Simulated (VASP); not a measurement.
## A point defect in BaAg2As2

Aim: the formation energy and local structure of a point defect in BaAg2As2. The start is a cell from a database of measured crystal structures.

Program: VASP 6.6.1. Level of theory: PBE; plane waves and PAW (Ba_sv, Ag, As). Results are calculated unless marked as measured.

This is a report of a sequence of runs, with most program output left out.

## (1) The host crystal

Symmetry: I4/mmm, No. 139, tetragonal system. Conventional cell: a = 4.603 Å, b = 4.603 Å, c = 10.867 Å, α = 90.00°, β = 90.00°, γ = 90.00°. Nearest to Ba lie 10 As at 3.49 to 4.18 Å and 8 Ag at 3.56 Å. Nearest to Ag lie 4 As at 2.72 Å and 4 Ag at 3.25 Å and 4 Ba at 3.56 Å. As has 1 As at 2.52 Å and 4 Ag at 2.72 Å and 5 Ba at 3.49 to 4.18 Å nearest. Farther neighbours are not listed.

Structure file:

```cif
data_structure
_symmetry_space_group_name_H-M 'P 1'
_symmetry_Int_Tables_number 1
_cell_length_a 6.3337
_cell_length_b 6.3337
_cell_length_c 6.3337
_cell_angle_alpha 137.390
_cell_angle_beta 137.390
_cell_angle_gamma 61.839
_cell_volume 115.10
loop_
_atom_site_label
_atom_site_type_symbol
_atom_site_fract_x
_atom_site_fract_y
_atom_site_fract_z
_atom_site_occupancy
Ba1 Ba 0.00000 0.00000 0.00000 1
Ag2 Ag 0.25000 0.75000 0.50000 1
Ag3 Ag 0.75000 0.25000 0.50000 1
As4 As 0.61580 0.61580 0.00000 1
As5 As 0.38420 0.38420 0.00000 1
```

## (2) Relaxing the host crystal

Cell and atoms are relaxed first, so that later runs start from this functional's own cell.

File INCAR:

```
SYSTEM = BaAg2As2
PREC = Accurate
ENCUT = 400
EDIFF = 1E-06
NELM = 120
ISMEAR = 1
SIGMA = 0.15
LREAL = .FALSE.
ALGO = Normal
GGA = PE
NBANDS = 27
LORBIT = 11
LWAVE = .FALSE.
LCHARG = .FALSE.
KPAR = 4
IBRION = 2
NSW = 40
ISIF = 3
EDIFFG = -0.02
POTIM = 0.4
```

File POSCAR:

```
BaAg2As2
1.0
   -2.3012500000      2.3012500000      5.4336000000
    2.3012500000     -2.3012500000      5.4336000000
    2.3012500000      2.3012500000     -5.4336000000
Ba Ag As
1 2 2
Direct
    0.0000000000      0.0000000000      0.0000000000
    0.2500000000      0.7500000000      0.5000000000
    0.7500000000      0.2500000000      0.5000000000
    0.6158000000      0.6158000000      0.0000000000
    0.3842000000      0.3842000000      0.0000000000
```

File KPOINTS:

```
Automatic mesh
0
Gamma
7 7 7
0 0 0
```

PAW data sets: Ba_sv, Ag and As (PBE family, release 64).

Launch:

```sh
$ mpirun -np 4 vasp_std
```

Wall time 2.5 min (4 MPI ranks of Intel Xeon Platinum 8488C (Sapphire Rapids), shared host); peak memory 1.3 GiB; 9.7 min of CPU time.

Harder data sets than Ba_sv exist (the GW ones), and pressures, volumes and forces can shift noticeably with them. The run keeps the 16 symmetry operations of its start, so it cannot find a distortion of lower symmetry.

Step by step:

```
step  energy less that of the first step (eV)  largest force (eV/Å)  pressure (GPa)  volume (Å³)
   1                                   0.0000                0.2760            2.84       115.10
   2                                  -0.0569                0.0952           -0.16       120.61
   3                                  -0.0570                0.0895           -0.30       120.87
   4                                  -0.0628                0.0270           -0.17       120.61
   5                                  -0.0695                0.1047            0.18       119.90
   6                                  -0.0713                0.0782           -0.10       120.37
   7                                  -0.0715                0.0667           -0.19       120.58
   8                                  -0.0725                0.0302            0.02       120.13
   9                                  -0.0725                0.0209            0.08       120.01
  10                                  -0.0726                0.0025           -0.04       120.19
```

```
conventional cell, symmetrised  before   after  change
                         a (Å)   4.603   4.581  -0.5 %
                         b (Å)   4.603   4.581  -0.5 %
                         c (Å)  10.867  11.454  +5.4 %
              volume (Å³/atom)   23.02   24.04  +4.4 %
```

Final coordinates:

```cif
data_structure
_symmetry_space_group_name_H-M 'P 1'
_symmetry_Int_Tables_number 1
_cell_length_a 6.5796
_cell_length_b 6.5796
_cell_length_c 6.5796
_cell_angle_alpha 139.255
_cell_angle_beta 139.255
_cell_angle_gamma 58.987
_cell_volume 120.19
loop_
_atom_site_label
_atom_site_type_symbol
_atom_site_fract_x
_atom_site_fract_y
_atom_site_fract_z
_atom_site_occupancy
Ba1 Ba 0.00000 0.00000 0.00000 1
Ag2 Ag 0.25000 0.75000 0.50000 1
Ag3 Ag 0.75000 0.25000 0.50000 1
As4 As 0.61659 0.61659 0.00000 1
As5 As 0.38341 0.38341 0.00000 1
```

This step gave:

| Item | Value |
| --- | --- |
| electronic cycles | 78 |
| electrons | 42 |
| free energy (TOTEN) | -19.13 eV |
| energy at zero smearing | -19.12 eV |
| Fermi energy | 5.351 eV |
| labelled metallic, from the levels on this mesh | yes |

The run ended after 10 ionic steps, 0.073 eV below its first step, once forces and stress met EDIFFG = -0.02.

## (3) The perfect supercell

System of this step: BaAg2As2. It takes space group I4/mmm (No. 139, tetragonal). The conventional cell has a = 4.581 Å, b = 4.581 Å, c = 11.454 Å, α = 90.00°, β = 90.00°, γ = 90.00°. Nearest to Ba lie 8 As at 3.50 Å and 8 Ag at 3.67 Å. Nearest to Ag lie 4 As at 2.75 Å and 4 Ag at 3.24 Å and 4 Ba at 3.67 Å. Nearest to As lie 1 As at 2.67 Å and 4 Ag at 2.75 Å and 4 Ba at 3.50 Å. Farther neighbours are not listed.

The same cell, mesh and cutoff without the defect give the energy to subtract and, in a gapped host, the band edges to count from, so that most errors cancel.

File INCAR:

```
SYSTEM = BaAg2As2
PREC = Normal
ENCUT = 400
EDIFF = 1E-05
NELM = 120
ISMEAR = 1
SIGMA = 0.2
LREAL = Auto
ALGO = Fast
GGA = PE
LORBIT = 11
LWAVE = .FALSE.
LCHARG = .FALSE.
KPAR = 4
```

File POSCAR:

```
BaAg2As2
1.0
   -4.5810540746      4.5810540746     11.4539795664
    4.5810540746     -4.5810540746     11.4539795664
    4.5810540746      4.5810540746    -11.4539795664
Ba Ag As
8 16 16
Direct
    0.0000000000      0.0000000000      0.0000000000
    0.0000000000      0.0000000000      0.5000000000
    0.0000000000      0.5000000000      0.0000000000
    0.0000000000      0.5000000000      0.5000000000
    0.5000000000      0.0000000000      0.0000000000
    0.5000000000      0.0000000000      0.5000000000
    0.5000000000      0.5000000000      0.0000000000
    0.5000000000      0.5000000000      0.5000000000
    0.1250000000      0.3750000000      0.2500000000
    0.1250000000      0.3750000000      0.7500000000
    0.1250000000      0.8750000000      0.2500000000
    0.1250000000      0.8750000000      0.7500000000
    0.6250000000      0.3750000000      0.2500000000
    0.6250000000      0.3750000000      0.7500000000
    0.6250000000      0.8750000000      0.2500000000
    0.6250000000      0.8750000000      0.7500000000
    0.3750000000      0.1250000000      0.2500000000
    0.3750000000      0.1250000000      0.7500000000
    0.3750000000      0.6250000000      0.2500000000
    0.3750000000      0.6250000000      0.7500000000
    0.8750000000      0.1250000000      0.2500000000
    0.8750000000      0.1250000000      0.7500000000
    0.8750000000      0.6250000000      0.2500000000
    0.8750000000      0.6250000000      0.7500000000
    0.3082940335      0.3082940335      0.0000000000
    0.3082940335      0.3082940335      0.5000000000
    0.3082940335      0.8082940335      0.0000000000
    0.3082940335      0.8082940335      0.5000000000
    0.8082940335      0.3082940335      0.0000000000
    0.8082940335      0.3082940335      0.5000000000
    0.8082940335      0.8082940335      0.0000000000
    0.8082940335      0.8082940335      0.5000000000
    0.1917059665      0.1917059665      0.0000000000
    0.1917059665      0.1917059665      0.5000000000
    0.1917059665      0.6917059665      0.0000000000
    0.1917059665      0.6917059665      0.5000000000
    0.6917059665      0.1917059665      0.0000000000
    0.6917059665      0.1917059665      0.5000000000
    0.6917059665      0.6917059665      0.0000000000
    0.6917059665      0.6917059665      0.5000000000
```

File KPOINTS:

```
Automatic mesh
0
Gamma
4 4 4
0 0 0
```

Launch:

```sh
$ mpirun -np 4 vasp_std
```

It took 9 min on 4 MPI ranks; peak memory 5.2 GiB.

This step gave:

| Quantity | Value |
| --- | --- |
| electronic cycles | 15 |
| electrons | 336 |
| free energy (TOTEN) | -153.1075 eV |
| energy at zero smearing | -153.1098 eV |
| Fermi energy | 5.338 eV |

Force (size) by element, in eV/Å:

```
element  atoms    mean  spread (r.m.s.)   least  largest
     Ba      8  0.0000           0.0000  0.0000   0.0000
     Ag     16  0.0000           0.0000  0.0000   0.0000
     As     16  0.0515           0.0000  0.0515   0.0515
```

The atoms with the largest values:

```
atom         x, y, z (Å)             force (eV/Å)
As25    0.00, 0.00, 7.06  0.0000, 0.0000, -0.0515
As26    2.29, 2.29, 1.34  0.0000, 0.0000, -0.0515
As27  2.29, -2.29, 12.79  0.0000, 0.0000, -0.0515
As28    4.58, 0.00, 7.06  0.0000, 0.0000, -0.0515
As29  -2.29, 2.29, 12.79  0.0000, 0.0000, -0.0515
As30    0.00, 4.58, 7.06  0.0000, 0.0000, -0.0515
As31   0.00, 0.00, 18.52  0.0000, 0.0000, -0.0515
As32   2.29, 2.29, 12.79  0.0000, 0.0000, -0.0515
```

The host is treated as a metal, as its relaxation found a gap under 0.3 eV or none, and only the neutral defect is run.

## (4) The defect cell

This step: PBE; plane waves and PAW (Ba_sv, Ag, As, C) (VASP 6.6.1).

System of this step: Ba8Ag16As16C. The cell holds 41 atoms: 8 Ba, 16 Ag, 16 As and 1 C. Its edges and angles: a = 13.159 Å, b = 13.159 Å, c = 13.159 Å, α = 139.3°, β = 139.3°, γ = 59.0°. It derives from BaAg2As2. Nearest the centre at fractional (0.021, 0.271, 0.250): C41 at 0.00 Å, Ba1 at 2.34 Å, Ba4 at 2.34 Å, Ag9 at 2.39 Å, As26 at 2.45 Å, As29 at 2.45 Å, As34 at 2.92 Å, As37 at 2.92 Å.

The host is treated as a metal, since its gap is under 0.3 eV or closed. The run keeps 4 symmetry operations, which cuts the number of k-points but bars distortions that break them. The atoms relax at the host's fixed cell.

File INCAR:

```
SYSTEM = Ba8Ag16As16C
PREC = Normal
ENCUT = 400
EDIFF = 1E-05
NELM = 120
ISMEAR = 1
SIGMA = 0.2
LREAL = Auto
ALGO = Fast
GGA = PE
LORBIT = 11
LWAVE = .FALSE.
LCHARG = .TRUE.
KPAR = 4
IBRION = 2
NSW = 50
ISIF = 2
EDIFFG = -0.03
POTIM = 0.4
MAXMIX = 40
ISYM = 2
```

File POSCAR:

```
Ba8Ag16As16C
1.0
   -4.5810540746      4.5810540746     11.4539795664
    4.5810540746     -4.5810540746     11.4539795664
    4.5810540746      4.5810540746    -11.4539795664
Ba Ag As C
8 16 16 1
Direct
    0.0000000000      0.0000000000      0.0000000000
    0.0000000000      0.0000000000      0.5000000000
    0.0000000000      0.5000000000      0.0000000000
    0.0000000000      0.5000000000      0.5000000000
    0.5000000000      0.0000000000      0.0000000000
    0.5000000000      0.0000000000      0.5000000000
    0.5000000000      0.5000000000      0.0000000000
    0.5000000000      0.5000000000      0.5000000000
    0.1250000000      0.3750000000      0.2500000000
    0.1250000000      0.3750000000      0.7500000000
    0.1250000000      0.8750000000      0.2500000000
    0.1250000000      0.8750000000      0.7500000000
    0.6250000000      0.3750000000      0.2500000000
    0.6250000000      0.3750000000      0.7500000000
    0.6250000000      0.8750000000      0.2500000000
    0.6250000000      0.8750000000      0.7500000000
    0.3750000000      0.1250000000      0.2500000000
    0.3750000000      0.1250000000      0.7500000000
    0.3750000000      0.6250000000      0.2500000000
    0.3750000000      0.6250000000      0.7500000000
    0.8750000000      0.1250000000      0.2500000000
    0.8750000000      0.1250000000      0.7500000000
    0.8750000000      0.6250000000      0.2500000000
    0.8750000000      0.6250000000      0.7500000000
    0.3082940300      0.3082940300      0.0000000000
    0.3082940300      0.3082940300      0.5000000000
    0.3082940300      0.8082940300      0.0000000000
    0.3082940300      0.8082940300      0.5000000000
    0.8082940300      0.3082940300      0.0000000000
    0.8082940300      0.3082940300      0.5000000000
    0.8082940300      0.8082940300      0.0000000000
    0.8082940300      0.8082940300      0.5000000000
    0.1917059700      0.1917059700      0.0000000000
    0.1917059700      0.1917059700      0.5000000000
    0.1917059700      0.6917059700      0.0000000000
    0.1917059700      0.6917059700      0.5000000000
    0.6917059700      0.1917059700      0.0000000000
    0.6917059700      0.1917059700      0.5000000000
    0.6917059700      0.6917059700      0.0000000000
    0.6917059700      0.6917059700      0.5000000000
    0.0208333300      0.2708333300      0.2500000000
```

KPOINTS is that of step 3.

Potentials, in the order of the species: Ba_sv, Ag, As and C (PBE family, release 64).

Launch:

```sh
$ mpirun -np 4 vasp_std
```

The job ended after 51 min (4 MPI ranks).

Step by step:

```
step  energy less that of the first step (eV)  largest force (eV/Å)
   1                                   0.0000                2.8837
   2                                  -0.5969                1.2944
   3                                  -0.8390                0.6853
   4                                  -0.9380                0.6514
   5                                  -1.1920                0.6360
```

The atoms that moved most (Å):

```
atom      dx      dy      dz  length
 C41   0.000   0.000   0.258   0.258
 Ba4   0.246   0.000  -0.056   0.253
 Ba1  -0.246   0.000  -0.056   0.253
As26   0.000  -0.180  -0.081   0.197
As29   0.000   0.180  -0.081   0.197
 Ag9   0.000   0.000   0.121   0.121
As35   0.000   0.066  -0.025   0.071
As40   0.000  -0.066  -0.025   0.071
```

The run met its time limit with a largest force of 0.64 eV/Å at its last finished step, so it is continued.

## (5) Going on with the relaxation

The relaxation goes on from where it stopped.

Changes to INCAR since step 4:

```diff
@@ -18,3 +18,3 @@
 EDIFFG = -0.03
-POTIM = 0.4
+POTIM = 0.25
 MAXMIX = 40
```

File POSCAR:

```
Ba8Ag16As16C
1.0
   -4.5810540746      4.5810540746     11.4539795664
    4.5810540746     -4.5810540746     11.4539795664
    4.5810540746      4.5810540746    -11.4539795664
Ba Ag As C
8 16 16 1
Direct
    0.9975521602      0.9706693280      0.9731171679
    0.0001323923      0.0003486864      0.4997837059
    0.0000682603      0.5001118529      0.9999564074
    0.9975521602      0.5244349923      0.5268828321
    0.5005649806      0.0003486864      0.0002162941
    0.4993071803      0.9974284176      0.4981212373
    0.4993071803      0.5011859430      0.0018787627
    0.5001554455      0.5001118529      0.5000435926
    0.1302719924      0.3802719924      0.2500000000
    0.1249861953      0.3736549069      0.7488363068
    0.1249861953      0.8761498886      0.2513312884
    0.1261859981      0.8761859981      0.7500000000
    0.6248186001      0.3736549069      0.2486687116
    0.6263723337      0.3763723337      0.7500000000
    0.6246627084      0.8746627084      0.2500000000
    0.6248186001      0.8761498886      0.7511636932
    0.3758573506      0.1251121323      0.2509779537
    0.3751843901      0.1251843901      0.7500000000
    0.3753962214      0.6253962214      0.2500000000
    0.3758573506      0.6248793969      0.7507452182
    0.8753749949      0.1253749949      0.2500000000
    0.8741341786      0.1251121323      0.7492547818
    0.8741341786      0.6248793969      0.2490220463
    0.8723854593      0.6223854593      0.7500000000
    0.3068848739      0.3062297041      0.9993448302
    0.2851363515      0.3047695785      0.4803667730
    0.3156021944      0.8092716036      0.0063305907
    0.3068848739      0.8075400437      0.5006551698
    0.8244028055      0.3047695785      0.0196332270
    0.8082476821      0.3082948707      0.5000471886
    0.8082476821      0.8082004935      0.9999528114
    0.8029410129      0.8092716036      0.4936694093
    0.1925146633      0.1933618653      0.0008472020
    0.1936903449      0.1897028368      0.5039875082
    0.1978022343      0.6905974732      0.0072047611
    0.1925146633      0.6916674613      0.4991527980
    0.6857153286      0.1897028368      0.9960124918
    0.6923370474      0.1923257706      0.4999887232
    0.6923370474      0.6923483241      0.0000112768
    0.6833927122      0.6905974732      0.4927952389
    0.0321153054      0.2821153054      0.2500000000
```

KPOINTS is that of step 4.

Launch:

```sh
$ mpirun -np 4 vasp_std
```

Run time: 51 min. Hardware: 4 MPI ranks.

The run was stopped at its time limit, so it gives no result of its own.

## (6) Outcome

```json
{
 "result": "none"
}
```

**Reading.** The session ends without its result: «relax the defect» met its time limit.

[Lines on the potential files, build, host, timing and source positions are cut from VASP's logs without a mark.]

[Logs are printed without paths, hosts, clocks, repeated set-up lines and the standing remarks that a program may print on its own settings, such as how far it seeks lower states.]

[Hosts, paths, dates, database ids (printed as entryN), source tags and the programs' standing remarks are cut or masked in the printed files.]

[In band tables of VASP the shares of atoms and orbitals are scaled to a sum of 1 inside the atoms' spheres.]

[Runs that stopped without an error message from VASP are left out.]
